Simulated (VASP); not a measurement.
# Lattice of Tb, functional by functional, part 2 of 2

Aim: relax Tb at several levels of theory and compare the cells. The starting structure is a measured crystal structure from the Crystallography Open Database.

VASP 6.6.1.

Results so far: PBEsol 30.44 Å³ an atom; r2SCAN 32.66 Å³ an atom.

## Step 4: Relaxation with PBE

Level of this step: PBE, zero-moment start, 4f electrons in the core; plane waves and PAW (Tb_3) (VASP).

PBE, the usual starting point, adds the gradient of the density. This run starts from the cell of an earlier relaxation, which isn't shown; the restart sets up the plane waves anew.

INCAR

```
SYSTEM = Tb
PREC = Accurate
ENCUT = 520
EDIFF = 1E-07
NELM = 100
ISMEAR = 1
SIGMA = 0.15
LREAL = .FALSE.
ALGO = Normal
GGA = PE
NBANDS = 16
ISPIN = 2
MAGMOM = 0 0
LASPH = .TRUE.
LMAXMIX = 6
LORBIT = 11
LWAVE = .FALSE.
LCHARG = .FALSE.
KPAR = 4
IBRION = 2
NSW = 50
ISIF = 3
EDIFFG = -0.005
```

POSCAR

```
Tb
1.0
    3.6352634949      0.0000000000      0.0000000000
   -1.8176317474      3.1482305360      0.0000000000
    0.0000000000      0.0000000000      5.6632376640
Tb
2
Direct
    0.6666666667      0.3333333333      0.7500000000
    0.3333333333      0.6666666667      0.2500000000
```

KPOINTS

```
Automatic mesh
0
Gamma
16 16 8
0 0 0
```

The projector-augmented-wave data sets are Tb_3 (PBE family, release 64).

Started as:

```bash
> mpirun -np 4 vasp_std
```

The log of the run:

```text
[banner, memory and clock lines left out]
running    4 mpi-ranks, on    1 nodes
[...]
LDA part: xc-table for (Slater+PW92), standard interpolation
 POSCAR, INCAR and KPOINTS ok, starting setup
[...]
entering main loop
       N       E                     dE             d eps       ncg     rms          rms(c)
DAV:   1     0.448339743944E+02    0.44834E+02   -0.86118E+03  9608   0.100E+03
DAV:   2    -0.737099946354E+01   -0.52205E+02   -0.50742E+02 10832   0.233E+02
DAV:   3    -0.908536849876E+01   -0.17144E+01   -0.16468E+01 13624   0.264E+01
DAV:   4    -0.910729057903E+01   -0.21922E-01   -0.21899E-01 10920   0.328E+00
[...]
DAV:  11    -0.911642725747E+01   -0.84598E-06   -0.85425E-07 13392   0.726E-03    0.134E-02
DAV:  12    -0.911642774768E+01   -0.49021E-06   -0.81838E-07 11544   0.565E-03    0.107E-03
DAV:  13    -0.911642784661E+01   -0.98931E-07   -0.34302E-08  7360   0.150E-03
   1 F= -.91164278E+01 E0= -.91174052E+01  d E =-.911643E+01  mag=    -0.0000
[...]
reached required accuracy - stopping structural energy minimisation
```

Run time: 29 s. Hardware: 4 MPI ranks of Intel Xeon 6975P-C (Granite Rapids), shared host; peak memory 1.4 GiB; 1.9 min of CPU time.

OUTCAR, selected parts (step 4):

```text
  Total       -0.0030878     -0.0030878     -0.0026453     -0.0000000      0.0000000      0.0000000
  in kB       -0.0763287     -0.0763287     -0.0653912     -0.0000000      0.0000000      0.0000000
  external PRESSURE =      -0.0726829 kB  Pullay stress =       0.0000000 kB

 POSITION                                       TOTAL-FORCE (eV/Angst)
 -----------------------------------------------------------------------------------
      1.81763      1.04941      4.24743         0.000000     -0.000000      0.000000
     -0.00000      2.09882      1.41581        -0.000000      0.000000      0.000000
 -----------------------------------------------------------------------------------
    total drift:                               -0.000000      0.000000     -0.000000

  FREE ENERGIE OF THE ION-ELECTRON SYSTEM (eV)
  ---------------------------------------------------
  free  energy   TOTEN  =        -9.1164278466 eV

  energy  without entropy=       -9.1193600510  energy(sigma->0) =       -9.11740525

 magnetization (x)
# of ion       s       p       d       tot
------------------------------------------
    1       -0.000  -0.000  -0.000  -0.000
    2       -0.000  -0.000  -0.000  -0.000
--------------------------------------------------
tot         -0.000  -0.000  -0.000  -0.000

[... 2 parts as in an earlier step ...]

[... 2 further parts left out ...]
[key lines of the parts left out:]
E-fermi :   3.1893
```

With PBE the relaxed cell holds 32.407 Å³ an atom, +0.86 % against the measured cell, with a = 3.635 Å and c = 5.663 Å. That is +6.47 % from PBEsol.

## Step 5: Relaxation with LDA

LDA, the lowest rung, knows the local density alone. This run starts from the cell of an earlier relaxation, which isn't shown; the restart sets up the plane waves anew.

INCAR, as its differences from that of step 4:

```diff
@@ -9,3 +9,3 @@
 ALGO = Normal
-GGA = PE
+GGA = CA
 NBANDS = 16
```

POSCAR

```
Tb
1.0
    3.4734892993      0.0000000000      0.0000000000
   -1.7367446497      3.0081299729      0.0000000000
    0.0000000000      0.0000000000      5.5171877207
Tb
2
Direct
    0.6666666667      0.3333333333      0.7500000000
    0.3333333333      0.6666666667      0.2500000000
```

KPOINTS is that of step 4.

Started as:

```bash
> mpirun -np 4 vasp_std
```

The log of the run:

```text
[banner, memory and clock lines left out]
running    4 mpi-ranks, on    1 nodes
[...]
[... a notice as in an earlier step ...]

 LDA part: xc-table for (Slater(with rela. corr.)+CA(PZ))
 , standard interpolation
 POSCAR, INCAR and KPOINTS ok, starting setup
[...]
entering main loop
       N       E                     dE             d eps       ncg     rms          rms(c)
DAV:   1     0.456109931933E+02    0.45611E+02   -0.86195E+03  9608   0.102E+03
DAV:   2    -0.873502253714E+01   -0.54346E+02   -0.52759E+02 10848   0.239E+02
DAV:   3    -0.104544305381E+02   -0.17194E+01   -0.16399E+01 13616   0.268E+01
DAV:   4    -0.104744882677E+02   -0.20058E-01   -0.20037E-01 10752   0.312E+00
[...]
DAV:  11    -0.104788446022E+02   -0.31079E-06   -0.21052E-06 12944   0.988E-03    0.133E-02
DAV:  12    -0.104788442998E+02    0.30247E-06   -0.93256E-07 11528   0.608E-03    0.117E-03
DAV:  13    -0.104788443027E+02   -0.29465E-08   -0.64508E-08  6848   0.196E-03
   1 F= -.10478844E+02 E0= -.10478888E+02  d E =-.104788E+02  mag=    -0.0000
[...]
reached required accuracy - stopping structural energy minimisation
```

Wall time 26 s (4 MPI ranks); peak memory 1.2 GiB.

Parts of OUTCAR (step 5):

```text
  Total        0.0013859      0.0013859     -0.0003105     -0.0000000      0.0000000      0.0000000
  in kB        0.0385174      0.0385174     -0.0086298     -0.0000000      0.0000000      0.0000000
  external PRESSURE =       0.0228017 kB  Pullay stress =       0.0000000 kB

 POSITION                                       TOTAL-FORCE (eV/Angst)
 -----------------------------------------------------------------------------------
      1.73674      1.00271      4.13789        -0.000000      0.000000      0.000000
     -0.00000      2.00542      1.37930         0.000000     -0.000000      0.000000
 -----------------------------------------------------------------------------------
    total drift:                                0.000000     -0.000000      0.000000

  FREE ENERGIE OF THE ION-ELECTRON SYSTEM (eV)
  ---------------------------------------------------
  free  energy   TOTEN  =       -10.4788443027 eV

  energy  without entropy=      -10.4789743912  energy(sigma->0) =      -10.47888767

 magnetization (x)
# of ion       s       p       d       tot
------------------------------------------
    1        0.000  -0.000  -0.000  -0.000
    2        0.000  -0.000  -0.000  -0.000
--------------------------------------------------
tot          0.000  -0.000  -0.000  -0.000

[... 2 parts as in an earlier step ...]

[... 2 further parts left out ...]
[key lines of the parts left out:]
E-fermi :   3.5315
```

With LDA the relaxed cell holds 28.824 Å³ an atom, -10.30 % against the measured cell, with a = 3.473 Å and c = 5.517 Å. That is -5.30 % from PBEsol.

## Step 6: All runs side by side

| level | volume (Å³/atom) | against the measured cell (%) | a (Å) | c (Å) | pressure left (GPa) | core minutes |
| --- | --- | --- | --- | --- | --- | --- |
| PBEsol | 30.438 | -5.27 | 3.5513 | 5.5738 | 0.0 | 11.4 |
| r2SCAN | 32.657 | 1.63 | 3.6618 | 5.6245 | -0.01 | 44.1 |
| PBE | 32.407 | 0.86 | 3.6353 | 5.6632 | -0.01 | 8.4 |
| LDA | 28.824 | -10.3 | 3.4735 | 5.5172 | 0.0 | 9.33 |

Core minutes are wall time times ranks, summed over the relaxations behind a row (those for a bulk modulus apart), on shared hosts.

## Step 7: Outcome

| Property | Result |
| --- | --- |
| volume, PBEsol | 30.44 Å³/atom |
| volume, r2SCAN | 32.66 Å³/atom |
| volume, PBE | 32.41 Å³/atom |
| volume, LDA | 28.82 Å³/atom |

Across 4 levels the volume of Tb spans 13.3 %, from 28.82 Å³ an atom (LDA) to 32.66 Å³ (r2SCAN). Against the measured volume of the starting structure, PBE comes nearest (+0.9 %) and LDA lies farthest (-10.3 %). The measured cell holds zero-point expansion and, unless it was taken cold, thermal expansion, which the runs lack, so small differences decide nothing. All runs keep the symmetry of the start, so they can't find a distortion of lower symmetry.

[Lines on the potential files, build, host, timing and source positions are cut from VASP's logs without a mark.]

[Logs are printed without paths, hosts, clocks, repeated set-up lines and the standing remarks that a program may print on its own settings, such as how far it seeks lower states.]

[Hosts, paths, dates, database ids (printed as entryN), source tags and the programs' standing remarks are cut or masked in the printed files.]
